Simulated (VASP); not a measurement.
```yaml
crystal:
  lattice:
    - [2.08252, 3.59367, -0.00647]
    - [2.08252, -3.59367, 0.00647]
    - [0.00000, 0.00705, -5.09006]
  atoms:
    - { symbol: Te, position: [0.32593, 0.67407, 0.71112] }
    - { symbol: Te, position: [0.67407, 0.32593, 0.28888] }
    - { symbol: Au, position: [0.00000, 0.00000, 0.00000] }
```

Computed with PBEsol GGA, VASP's PBE PAW potentials (set 64) (plane waves; VASP). Run with 400 eV cut-off, 10×10×7 Γ-centred mesh, tetrahedra with Blöchl corrections, potentials Te Au.

The cores are frozen, which limits the accuracy of field gradients.

**Question.** Give the principal components of the electric field gradient (V/Å²) and the asymmetry η at each nucleus.

**Answer.** 
```tsv
atom	Vxx	Vyy	Vzz	η
Te1	-52.5	-2.8	55.3	0.90
Te2	-52.5	-2.8	55.3	0.90
Au3	79.1	11.6	-90.7	0.74
```

The compound is Te2Au in the sg12 structure. It was relaxed first, which changed the volume by -5 %.
